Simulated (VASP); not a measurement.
VASP input:

### INCAR
```
! general
SYSTEM =InP
PREC   =Accurate
ENCUT  =400
LREAL  =.FALSE.
LASPH  =.TRUE.

! electronic loop
EDIFF  =1E-6
NELM   =100
ALGO   =Normal
LMAXMIX=4
LMIXTAU=.TRUE.

! smearing
ISMEAR =0
SIGMA  =0.05

! functional
METAGGA=R2SCAN

! ions
IBRION =2
NSW    =60
ISIF   =3
EDIFFG =-0.01

! output
LWAVE  =.FALSE.
LCHARG =.FALSE.
```

POSCAR:
```
InP
1
    3.5433900000     0.0000000000     0.0000000000
   -1.7716950000     3.0686660000     0.0000000000
    0.0000000000     0.0000000000     3.4581730000
In P
1 1
Direct
  0.0000000000   0.0000000000   0.0000000000
  0.6666670000   0.3333330000   0.5000000000
```

**KPOINTS**
```
kpoints
0
gamma
  8 8 7
```

POTCAR, in this order: In_d P (PBE.64 set). Program: vasp_std.

Problem. Translate this r2SCAN calculation to Ansatz.

Solution. One equivalent input (not run):
Ansatz 0.2 input:
```yaml
crystal:
  lattice:
    - [3.5433900, 0.0000000, 0.0000000]
    - [-1.7716950, 3.0686660, 0.0000000]
    - [0.0000000, 0.0000000, 3.4581730]
  atoms:
    - { symbol: In, position: [0.0000000, 0.0000000, 0.0000000] }
    - { symbol: P, position: [0.6666670, 0.3333330, 0.5000000] }
kpoints:
  mp_grid: { grid: [8, 8, 7] }
hamiltonian:
  xc: r2scan
  pseudopotentials: { kind: paw }
scf:
  occupations: { method: gaussian, width: 0.05 }
  max_iter: 100
relax:
  max_steps: 60
  f_tol: 0.01
  cell: {}
output: { forces: true, stress: true, eigenvalues: true }
```
What does not carry over: each code has its own PAW files, so the cut-off isn't converted (ENCUT is set for VASP's; basis.ecutwfc is left out, and Ansatz then takes the one that its files recommend); Ansatz stops its SCF on the density residual and VASP on the energy change (EDIFF).

The structure was generated: InP was put into the WC type (P-6m2), which need not be its known phase. This run relaxes it. Symmetry was kept, so distortions that lower it aren't found.
